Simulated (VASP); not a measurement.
Method: PBE GGA, VASP's PBE PAW potentials (set 64) (plane waves; VASP).

VASP input:

KPOINTS:
```
Automatic mesh
0
G
8 8 8
```

INCAR:
```
SYSTEM = ZnS
PREC = Accurate; ENCUT = 520; LREAL = .FALSE.
LASPH = .TRUE.
EDIFF = 1E-6; NELM = 100; ALGO = Normal
LMAXMIX = 4
ISMEAR = 0; SIGMA = 0.05
GGA = PE
LWAVE = .FALSE.; LCHARG = .TRUE.
```

File POSCAR:
```
ZnS
1
    0.0000000000     2.7236531968     2.7236531968
    2.7236531968     0.0000000000     2.7236531968
    2.7236531968     2.7236531968     0.0000000000
Zn S
1 1
Direct
  0.0000000000   0.0000000000   0.0000000000
  0.2500000000   0.2500000000   0.2500000000
```

POTCAR, in this order: Zn S (PBE.64 set). Program: vasp_std.

The resulting files:

### OUTCAR
```
 ion  position               nearest neighbor table
   1  0.000  0.000  0.000-   2 2.36   2 2.36   2 2.36   2 2.36
   2  0.250  0.250  0.250-   1 2.36   1 2.36   1 2.36   1 2.36
  LATTYP: Found a face centered cubic cell.
 ALAT       =     5.4473063936
 Subroutine PRICEL returns:
 Original cell was already a primitive cell.
 Subroutine GETGRP returns: Found 24 space group operations
The static configuration has the point symmetry T_d .
The dynamic configuration has the point symmetry T_d .
 Subroutine INISYM returns: Found 24 space group operations
 Subroutine IBZKPT returns following result:
 Found     29 irreducible k-points:

 Following reciprocal coordinates:
            Coordinates               Weight
  0.000000  0.000000  0.000000      1.000000
  0.125000  0.000000  0.000000      8.000000
  0.250000  0.000000  0.000000      8.000000
  0.375000  0.000000  0.000000      8.000000
  0.500000  0.000000  0.000000      4.000000
  0.125000  0.125000  0.000000      6.000000
  0.250000  0.125000  0.000000     24.000000
  0.375000  0.125000  0.000000     24.000000
  0.500000  0.125000  0.000000     24.000000
...
```

**OSZICAR**
```
       N       E                     dE             d eps       ncg     rms          rms(c)
DAV:   1     0.873012890137E+02    0.87301E+02   -0.91622E+03   754   0.165E+03
DAV:   2    -0.976221545864E+00   -0.88278E+02   -0.83115E+02   829   0.280E+02
DAV:   3    -0.719954512315E+01   -0.62233E+01   -0.61958E+01   929   0.754E+01
DAV:   4    -0.727833901419E+01   -0.78794E-01   -0.78770E-01   839   0.891E+00
DAV:   5    -0.727956413116E+01   -0.12251E-02   -0.12251E-02   924   0.110E+00    0.678E+00
DAV:   6    -0.686790046373E+01    0.41166E+00   -0.95796E-01  1125   0.364E+01    0.524E+00
DAV:   7    -0.685244134101E+01    0.15459E-01   -0.32861E-01   794   0.561E+00    0.266E+00
DAV:   8    -0.685193900094E+01    0.50234E-03   -0.54359E-03   844   0.703E-01    0.768E-01
DAV:   9    -0.685224275942E+01   -0.30376E-03   -0.11016E-03   862   0.314E-01    0.121E-01
DAV:  10    -0.685238799937E+01   -0.14524E-03   -0.14287E-04   824   0.130E-01    0.583E-02
DAV:  11    -0.685240877372E+01   -0.20774E-04   -0.34092E-05   847   0.799E-02    0.734E-03
DAV:  12    -0.685240998749E+01   -0.12138E-05   -0.28158E-06   851   0.208E-02    0.587E-03
DAV:  13    -0.685240985647E+01    0.13102E-06   -0.30076E-07   512   0.135E-02
   1 F= -.68524099E+01 E0= -.68524099E+01  d E =-.214730E-13
```

### OUTCAR
```
------------------------ aborting loop because EDIFF is reached ----------------------------------------
  FORCE on cell =-STRESS in cart. coord.  units (eV):
  Direction    XX          YY          ZZ          XY          YZ          ZX
  --------------------------------------------------------------------------------------
  Total       -0.0005618     -0.0005618     -0.0005618      0.0000000      0.0000000      0.0000000
  in kB       -0.0222763     -0.0222763     -0.0222763      0.0000000      0.0000000      0.0000000
  external PRESSURE =      -0.0222763 kB  Pullay stress =       0.0000000 kB
  volume of cell :       40.41
      direct lattice vectors                 reciprocal lattice vectors
     0.000000000  2.723653197  2.723653197    -0.183576970  0.183576970  0.183576970
     2.723653197  0.000000000  2.723653197     0.183576970 -0.183576970  0.183576970
     2.723653197  2.723653197  0.000000000     0.183576970  0.183576970 -0.183576970
  FREE ENERGIE OF THE ION-ELECTRON SYSTEM (eV)
  ---------------------------------------------------
  free  energy   TOTEN  =        -6.8524098565 eV

  energy  without entropy=       -6.8524098565  energy(sigma->0) =       -6.85240986
```
(Selected blocks of OUTCAR.)

The compound is ZnS in the zinc blende structure. It was relaxed first.
